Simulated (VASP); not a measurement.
## ZnSe(110): relaxation, ionisation energy and affinity

Where do the bulk band edges lie against the vacuum outside ZnSe(110)?

Program: VASP 6.6.1. Level of theory: PBE; plane waves and PAW (Zn, Se). Results are calculated unless marked as measured.

### 1. Set-up

It takes space group F-43m (No. 216, cubic). The conventional cell has a = 5.670 Å, b = 5.670 Å, c = 5.670 Å, α = 90.00°, β = 90.00°, γ = 90.00°. Nearest to Zn lie 4 Se at 2.46 Å. Nearest to Se lie 4 Zn at 2.46 Å. Farther neighbours and most contacts between anions are not listed.

Structure file:

```
Zn Se
1.0
     0.00000    2.83500    2.83500
     2.83500    0.00000    2.83500
     2.83500    2.83500    0.00000
Zn Se
1 1
Direct
  0.00000 0.00000 0.00000
  0.25000 0.25000 0.25000
```

### 2. Relaxing the bulk crystal

The later steps need the crystal at this functional's own lattice; a raised cutoff keeps the stress reliable while the cell changes.

INCAR

```
SYSTEM = ZnSe
PREC = Accurate
ENCUT = 360
EDIFF = 1E-06
NELM = 120
ISMEAR = 0
SIGMA = 0.03
LREAL = .FALSE.
ALGO = Normal
GGA = PE
NBANDS = 15
LORBIT = 11
LWAVE = .FALSE.
LCHARG = .FALSE.
KPAR = 4
IBRION = 2
NSW = 40
ISIF = 3
EDIFFG = -0.02
POTIM = 0.4
```

POSCAR

```
ZnSe
1.0
    0.0000000000      2.8350000000      2.8350000000
    2.8350000000      0.0000000000      2.8350000000
    2.8350000000      2.8350000000      0.0000000000
Zn Se
1 1
Direct
    0.0000000000      0.0000000000      0.0000000000
    0.2500000000      0.2500000000      0.2500000000
```

KPOINTS

```
Automatic mesh
0
Gamma
6 6 6
0 0 0
```

Potentials, in the order of the species: Zn and Se (PBE family, release 64).

Started as:

```bash
$ mpirun -np 4 vasp_std
```

What it wrote:

```text
[banner, memory and clock lines left out]
running    4 mpi-ranks, on    1 nodes
 distrk:  each k-point on    1 cores,    4 groups
 distr:  one band on    1 cores,    1 groups

 POSCAR found type information on POSCAR ZnSe
 POSCAR found :  2 types and       2 ions
 LDA part: xc-table for (Slater+PW92), standard interpolation
 POSCAR, INCAR and KPOINTS ok, starting setup
 FFT: planning ... GRIDC
 FFT: planning ... GRID_SOFT
 FFT: planning ... GRID
 WAVECAR not read
 entering main loop
       N       E                     dE             d eps       ncg     rms          rms(c)
DAV:   1     0.739407092789E+02    0.73941E+02   -0.71597E+03   480   0.107E+03
DAV:   2    -0.207950838784E+01   -0.76020E+02   -0.72682E+02   536   0.218E+02
DAV:   3    -0.627269923287E+01   -0.41932E+01   -0.41816E+01   550   0.546E+01
DAV:   4    -0.630335315887E+01   -0.30654E-01   -0.30651E-01   599   0.506E+00
DAV:   5    -0.630350674525E+01   -0.15359E-03   -0.15358E-03   585   0.323E-01    0.477E+00
DAV:   6    -0.603155428299E+01    0.27195E+00   -0.55595E-01   681   0.249E+01    0.364E+00
DAV:   7    -0.601219431468E+01    0.19360E-01   -0.16311E-01   543   0.367E+00    0.153E+00
DAV:   8    -0.601213169257E+01    0.62622E-04   -0.45607E-03   614   0.675E-01    0.456E-01
DAV:   9    -0.601237669336E+01   -0.24500E-03   -0.11387E-03   536   0.259E-01    0.673E-02
DAV:  10    -0.601247783311E+01   -0.10114E-03   -0.16478E-04   565   0.980E-02    0.199E-02
DAV:  11    -0.601248035864E+01   -0.25255E-05   -0.32540E-05   543   0.418E-02    0.552E-03
DAV:  12    -0.601248156007E+01   -0.12014E-05   -0.32435E-06   599   0.108E-02    0.324E-03
DAV:  13    -0.601248160388E+01   -0.43813E-07   -0.46046E-07   380   0.559E-03
   1 F= -.60124816E+01 E0= -.60124816E+01  d E =-.601248E+01
 curvature:   0.00 expect dE= 0.000E+00 dE for cont linesearch  0.000E+00
 trial: gam= 0.00000 g(F)=  0.450E-45 g(S)=  0.198E-01 ort = 0.000E+00 (trialstep = 0.100E+01)
 search vector abs. value=  0.198E-01
 bond charge predicted
       N       E                     dE             d eps       ncg     rms          rms(c)
DAV:   1    -0.623025427786E+01   -0.21777E+00   -0.25330E+00   578   0.319E+01    0.321E+00
DAV:   2    -0.605068086688E+01    0.17957E+00   -0.51085E-01   585   0.162E+01    0.121E+00
DAV:   3    -0.602777970224E+01    0.22901E-01   -0.20602E-02   501   0.115E+00    0.584E-01
DAV:   4    -0.602268946699E+01    0.50902E-02   -0.30258E-03   529   0.447E-01    0.211E-01
DAV:   5    -0.602208460864E+01    0.60486E-03   -0.48977E-04   761   0.408E-01    0.208E-02
DAV:   6    -0.602209956906E+01   -0.14960E-04   -0.20675E-04   501   0.193E-01    0.207E-02
DAV:   7    -0.602210504115E+01   -0.54721E-05   -0.27551E-05   571   0.117E-01    0.123E-02
DAV:   8    -0.602210315490E+01    0.18863E-05   -0.82271E-06   536   0.629E-02    0.115E-03
DAV:   9    -0.602210319064E+01   -0.35735E-07   -0.35118E-07   268   0.511E-03
   2 F= -.60221032E+01 E0= -.60221032E+01  d E =-.962159E-02
 trial-energy change:   -0.009622  1 .order   -0.009931   -0.019794   -0.000068
 step:   1.0038(harm=  1.0035)  dis= 0.00000  next Energy=    -6.022103 (dE=-0.962E-02)
 reached required accuracy - stopping structural energy minimisation
```

Wall time 4.6 s (4 MPI ranks of Intel Xeon 6975P-C (Granite Rapids), shared host); peak memory 0.56 GiB.

Lines that name or quote the potential files are left out of all logs, and their timing lines are given in words.

Parts of OUTCAR (step 2):

```text
ion  position               nearest neighbor table
   1  0.000  0.000  0.000-   2 2.46   2 2.46   2 2.46   2 2.46
   2  0.250  0.250  0.250-   1 2.46   1 2.46   1 2.46   1 2.46

  LATTYP: Found a face centered cubic cell.
 ALAT       =     5.6700000000

 Subroutine GETGRP returns: Found 24 space group operations
 (whereof 24 operations were pure point group operations)

The static configuration has the point symmetry T_d .

 Found     16 irreducible k-points:

   k-points           NKPTS =     16   k-points in BZ     NKDIM =     16   number of bands    NBANDS=     15

   dimension x,y,z NGX =    28 NGY =   28 NGZ =   28
   dimension x,y,z NGXF=    56 NGYF=   56 NGZF=   56

   ENCUT  =  360.0 eV  26.46 Ry    5.14 a.u.   6.20  6.20  6.20*2*pi/ulx,y,z

   NELECT =      18.0000    total number of electrons

 k-points in reciprocal lattice and weights: Automatic mesh
   0.00000000  0.00000000  0.00000000       0.005
   0.16666667  0.00000000  0.00000000       0.037
   0.33333333  0.00000000  0.00000000       0.037
   0.50000000  0.00000000  0.00000000       0.019
   0.16666667  0.16666667  0.00000000       0.028
   0.33333333  0.16666667  0.00000000       0.111
   0.50000000  0.16666667  0.00000000       0.111
  -0.33333333  0.16666667  0.00000000       0.111
  -0.16666667  0.16666667  0.00000000       0.056
[...]
-0.33333333  0.33333333  0.16666667       0.111
  -0.33333333  0.50000000  0.16666667       0.056

 average (electrostatic) potential at core
       1 -37.2953       2 -56.1869

 E-fermi :   1.5298

 k-point     1 :       0.0000    0.0000    0.0000
  band No.  band energies     occupation
    ...
      5      -4.7521      2.00000
      6      -4.7521      2.00000
      7       1.3257      2.00000
      8       1.3257      2.00000
      9       1.3257      2.00000
     10       2.4712      0.00000
     11       7.1285      0.00000
     12       7.1285      0.00000
     13       7.1285      0.00000
     14      11.1132      0.00000
    ...

 k-point     2 :       0.1667    0.0000    0.0000
  band No.  band energies     occupation
    ...
      5      -4.7535      2.00000
      6      -4.7535      2.00000
      7      -0.5402      2.00000
      8       1.0884      2.00000
      9       1.0884      2.00000
     10       3.7512      0.00000
     11       7.1555      0.00000
     12       7.5135      0.00000
     13       7.5135      0.00000
     14      11.7458      0.00000
    ...

 k-point     3 :       0.3333    0.0000    0.0000
  band No.  band energies     occupation
    ...
      5      -4.7458      2.00000
      6      -4.7458      2.00000
      7      -2.6016      2.00000
      8       0.6844      2.00000
      9       0.6844      2.00000
     10       3.9269      0.00000
     11       7.7875      0.00000
     12       7.7875      0.00000
     13       8.7597      0.00000
     14      11.6823      0.00000
    ...

  Total        0.0020167      0.0020167      0.0020167     -0.0000000      0.0000000     -0.0000000
  in kB        0.0685572      0.0685572      0.0685572     -0.0000000      0.0000000     -0.0000000
  external PRESSURE =       0.0685572 kB  Pullay stress =       0.0000000 kB

  energy-cutoff  :      360.00
  volume of cell :       47.13
      direct lattice vectors                 reciprocal lattice vectors
     0.000000000  2.866989329  2.866989329    -0.174398975  0.174398975  0.174398975
     2.866989329 -0.000000000  2.866989329     0.174398975 -0.174398975  0.174398975
     2.866989329  2.866989329 -0.000000000     0.174398975  0.174398975 -0.174398975

 POSITION                                       TOTAL-FORCE (eV/Angst)
 -----------------------------------------------------------------------------------
      0.00000      0.00000      0.00000        -0.000000      0.000000     -0.000000
      1.43349      1.43349      1.43349         0.000000     -0.000000      0.000000
 -----------------------------------------------------------------------------------
    total drift:                               -0.000001     -0.000001     -0.000001

  FREE ENERGIE OF THE ION-ELECTRON SYSTEM (eV)
  ---------------------------------------------------
  free  energy   TOTEN  =        -6.0221031906 eV

  energy  without entropy=       -6.0221031906  energy(sigma->0) =       -6.02210319

 reached required accuracy - stopping structural energy minimisation

 total charge
# of ion       s       p       d       tot
------------------------------------------
    1        0.526   0.421   9.779  10.725
    2        1.437   2.410   0.027   3.874
--------------------------------------------------
tot          1.963   2.831   9.806  14.600

[... 3 further parts left out ...]
```

The run keeps the 24 symmetry operations of its start, so it cannot find a distortion of lower symmetry.

Step by step:

| step | energy less that of the first step (eV) | largest force (eV/Å) | pressure (GPa) | volume (Å³) |
| --- | --- | --- | --- | --- |
| 1 | 0.0000 | 0.0000 | 2.06 | 45.57 |
| 2 | -0.0096 | 0.0000 | 0.01 | 47.13 |

| conventional cell, symmetrised | before | after | change |
| --- | --- | --- | --- |
| a (Å) | 5.670 | 5.734 | +1.1 % |
| b (Å) | 5.670 | 5.734 | +1.1 % |
| c (Å) | 5.670 | 5.734 | +1.1 % |
| volume (Å³/atom) | 22.79 | 23.57 | +3.4 % |

Final coordinates:

```cif
data_structure
_symmetry_space_group_name_H-M 'P 1'
_symmetry_Int_Tables_number 1
_cell_length_a 4.0545
_cell_length_b 4.0545
_cell_length_c 4.0545
_cell_angle_alpha 60.000
_cell_angle_beta 60.000
_cell_angle_gamma 60.000
_cell_volume 47.13
loop_
_atom_site_label
_atom_site_type_symbol
_atom_site_fract_x
_atom_site_fract_y
_atom_site_fract_z
_atom_site_occupancy
Zn1 Zn 0.00000 0.00000 0.00000 1
Se2 Se 0.25000 0.25000 0.25000 1
```

Numbers from this step:

```yaml
electronic_cycles: 22
electrons: 18
free_energy_toten: -6.022 eV
fermi_energy: 1.530 eV
```

The run ended after 2 ionic steps, 0.010 eV below its first step, once forces and stress met EDIFFG = -0.02.

### 3. Band edges of the bulk

A static bulk run at the slab's cutoff gives the band edges and the core potentials that tie them to the slab.

INCAR

```
SYSTEM = ZnSe
PREC = Normal
ENCUT = 320
EDIFF = 1E-06
NELM = 120
ISMEAR = 0
SIGMA = 0.03
LREAL = .FALSE.
ALGO = Normal
GGA = PE
NBANDS = 15
LORBIT = 11
LWAVE = .FALSE.
LCHARG = .FALSE.
KPAR = 4
```

POSCAR

```
ZnSe
1.0
    0.0000000000      2.8669893291      2.8669893291
    2.8669893291      0.0000000000      2.8669893291
    2.8669893291      2.8669893291      0.0000000000
Zn Se
1 1
Direct
    0.0000000000      0.0000000000      0.0000000000
    0.2500000000      0.2500000000      0.2500000000
```

KPOINTS

```
Automatic mesh
0
Gamma
13 13 13
0 0 0
```

Started as:

```bash
$ mpirun -np 4 vasp_std
```

What it wrote:

```text
[... set-up lines as in an earlier step ...]
 entering main loop
       N       E                     dE             d eps       ncg     rms          rms(c)
DAV:   1     0.691766704892E+02    0.69177E+02   -0.67843E+03  2520   0.960E+02
DAV:   2    -0.261006510908E+01   -0.71787E+02   -0.68338E+02  2982   0.205E+02
DAV:   3    -0.629679818760E+01   -0.36867E+01   -0.36779E+01  2856   0.503E+01
DAV:   4    -0.632104807985E+01   -0.24250E-01   -0.24247E-01  3248   0.453E+00
DAV:   5    -0.632116433858E+01   -0.11626E-03   -0.11626E-03  2926   0.273E-01    0.451E+00
DAV:   6    -0.605025533670E+01    0.27091E+00   -0.54591E-01  3719   0.234E+01    0.344E+00
DAV:   7    -0.603160154060E+01    0.18654E-01   -0.15320E-01  2786   0.341E+00    0.146E+00
DAV:   8    -0.603152572504E+01    0.75816E-04   -0.43142E-03  3001   0.594E-01    0.435E-01
DAV:   9    -0.603177197510E+01   -0.24625E-03   -0.10767E-03  2968   0.242E-01    0.683E-02
DAV:  10    -0.603186510787E+01   -0.93133E-04   -0.12997E-04  2990   0.888E-02    0.180E-02
DAV:  11    -0.603187423559E+01   -0.91277E-05   -0.28120E-05  2919   0.372E-02    0.532E-03
DAV:  12    -0.603187531853E+01   -0.10829E-05   -0.17869E-06  3073   0.828E-03    0.300E-03
DAV:  13    -0.603187532158E+01   -0.30525E-08   -0.40891E-07  2170   0.533E-03
   1 F= -.60318753E+01 E0= -.60318753E+01  d E =-.150277E-16
```

Run time: 3.6 s. Hardware: 4 MPI ranks; peak memory 0.53 GiB; 7.6 s of CPU time.

Parts of OUTCAR (step 3):

```text
  LATTYP: Found a face centered cubic cell.
 ALAT       =     5.7339786582

The static configuration has the point symmetry T_d .

 Found     84 irreducible k-points:

   k-points           NKPTS =     84   k-points in BZ     NKDIM =     84   number of bands    NBANDS=     15

   dimension x,y,z NGX =    18 NGY =   18 NGZ =   18
   dimension x,y,z NGXF=    36 NGYF=   36 NGZF=   36

   ENCUT  =  320.0 eV  23.52 Ry    4.85 a.u.   5.91  5.91  5.91*2*pi/ulx,y,z

   NELECT =      18.0000    total number of electrons

 E-fermi :   1.4819

 k-point     1 :       0.0000    0.0000    0.0000
  band No.  band energies     occupation
    ...
      5      -4.7423      2.00000
      6      -4.7423      2.00000
      7       1.3229      2.00000
      8       1.3229      2.00000
      9       1.3230      2.00000
     10       2.4690      0.00000
     11       7.1273      0.00000
     12       7.1273      0.00000
     13       7.1277      0.00000
     14      11.1115      0.00000
    ...

 k-point     2 :       0.0769    0.0000    0.0000
  band No.  band energies     occupation
    ...
      5      -4.7429      2.00000
      6      -4.7428      2.00000
      7       0.6634      2.00000
      8       1.2658      2.00000
      9       1.2659      2.00000
     10       3.0244      0.00000
     11       7.0593      0.00000
     12       7.2272      0.00000
     13       7.2274      0.00000
     14      11.4973      0.00000
    ...

  Total        0.0372946      0.0372946      0.0372946      0.0000000      0.0000000      0.0000000
  in kB        1.2677929      1.2677929      1.2677929      0.0000000      0.0000000      0.0000000
  external PRESSURE =       1.2677929 kB  Pullay stress =       0.0000000 kB

  energy-cutoff  :      320.00
  volume of cell :       47.13
      direct lattice vectors                 reciprocal lattice vectors
     0.000000000  2.866989329  2.866989329    -0.174398975  0.174398975  0.174398975
     2.866989329  0.000000000  2.866989329     0.174398975 -0.174398975  0.174398975
     2.866989329  2.866989329  0.000000000     0.174398975  0.174398975 -0.174398975

 POSITION                                       TOTAL-FORCE (eV/Angst)
 -----------------------------------------------------------------------------------
      0.00000      0.00000      0.00000         0.000000      0.000000      0.000000
      1.43349      1.43349      1.43349        -0.000000     -0.000000     -0.000000
 -----------------------------------------------------------------------------------
    total drift:                               -0.000027     -0.000027     -0.000027

  FREE ENERGIE OF THE ION-ELECTRON SYSTEM (eV)
  ---------------------------------------------------
  free  energy   TOTEN  =        -6.0318753216 eV

  energy  without entropy=       -6.0318753216  energy(sigma->0) =       -6.03187532

 total charge
# of ion       s       p       d       tot
------------------------------------------
    1        0.527   0.421   9.775  10.723
    2        1.438   2.407   0.027   3.872
--------------------------------------------------
tot          1.966   2.827   9.803  14.596

[... 1 part as in an earlier step ...]

[... 7 further parts left out ...]
```

The gap is read on the k-mesh alone, so it is an upper bound where the band edges lie off the mesh.

This step gave:

| Item | Value |
| --- | --- |
| electronic cycles | 13 |
| free energy (TOTEN) | -6.032 eV |
| Fermi energy | 1.482 eV |
| metallic | no |
| gap on the k-mesh | 1.146 eV |
| least direct gap on the k-mesh | 1.146 eV |

[end of part 1 of 3]

[Lines on the potential files, build, host, timing and source positions are cut from VASP's logs without a mark.]

[Logs are printed without paths, hosts, clocks, repeated set-up lines and the standing remarks that a program may print on its own settings, such as how far it seeks lower states.]

[Hosts, paths, dates, database ids (printed as entryN), source tags and the programs' standing remarks are cut or masked in the printed files.]

[Runs that stopped without an error message from VASP are left out.]
